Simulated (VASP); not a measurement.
BeHF, 6 atoms in the cell. It takes space group P4/nmm (No. 129, tetragonal). The conventional cell has a = 3.171 Å, b = 3.171 Å, c = 5.240 Å, α = 90.00°, β = 90.00°, γ = 90.00°. Be (site symmetry 4mm) is surrounded by 4 H at 1.82 Å. H (site symmetry -4m2) is surrounded by 4 Be at 1.82 Å. F (site symmetry 4mm) is surrounded by 4 H at 2.35 Å and 6 Be at 2.39 to 2.62 Å. The cell was built by a generator and needn't be a form met in nature.

```yaml
Program: VASP 6.6.1
Task: Born charges and dielectric tensor
Functional: PBEsol
Dispersion: D4
Potentials_or_basis: VASP PAW PBE potentials, release 64 (Be, H, F)
Cutoff: 500 eV
k_mesh: 8 × 8 × 5
Occupations: fermi-dirac, width 0.1 eV
Spin: no spin polarisation
Further_INCAR_settings: ALGO = Normal; EDIFF = 1e-08
```

Potentials or basis: VASP PAW PBE potentials, release 64 (Be, H, F).

The run is started by

```sh
$ cat potpaw_PBE.64/Be/POTCAR potpaw_PBE.64/H/POTCAR potpaw_PBE.64/F/POTCAR > POTCAR
$ mpirun -np 1 vasp_std > vasp.out
```

Hardware: 1 thread of Intel(R) Xeon(R) Platinum 8375C CPU @ 2.90GHz (Ice Lake), with other jobs on the host.

**Question.** How long does it take, and how much memory?

**Answer.** Wall time 3 min on 1 thread of Intel(R) Xeon(R) Platinum 8375C CPU @ 2.90GHz (Ice Lake), on a shared host, peak memory 0.27 GiB. Counts: scf iterations 115, k points 45.
